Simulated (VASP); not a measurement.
```xyz
4
Lattice="2.1114 -3.6571 0.0000 2.1114 3.6571 0.0000 0.0000 0.0000 6.8544" Properties=species:S:1:pos:R:3 pbc="T T T"
Cd     2.1114    -1.2190     3.4272
Cd     2.1114     1.2190     0.0000
S      2.1114    -1.2190     6.0113
S      2.1114     1.2190     2.5841
```

The base run (VASP): PBE GGA, plane waves, VASP's PBE PAW potentials (set 64). Settings: 400 eV cut-off, 6×6×3 Γ-centred mesh, Gaussian smearing of 0.050 eV, potentials Cd S.

One setting is varied; ΔE counts from the base run. The base run took about 10 core-seconds. Costs are core time on shared hosts, one run each; read them as rough ratios.

| setting | cost over the base run | electronic steps | ΔE (meV/atom) |
|---|---|---|---|
| base run | reference | 15 | 0.0 |
| AMIX = 0.1, BMIX = 0.0001, IMIX = 4 | within a factor of 2 | 19 | 0.0 |
| AMIX = 0.2, BMIX = 0.0001, IMIX = 1 | within a factor of 2 | 30 | 0.0 |
| AMIX = 0.1, BMIX = 0.0001, IMIX = 1 | about 2 times | 31 | 0.0 |
| AMIX = 0.2, BMIX = 3.0, IMIX = 1 | [?] | [?] | 0.0 |

Task: Some entries are withheld; supply them.

Result: 
- AMIX = 0.2, BMIX = 3.0, IMIX = 1, cost over the base run: about 6 times
- AMIX = 0.2, BMIX = 3.0, IMIX = 1, electronic steps: 87

Left out are runs that failed, have no time on record or changed the cell.

The compound is CdS in the wurtzite structure. The cell was not relaxed at this level.
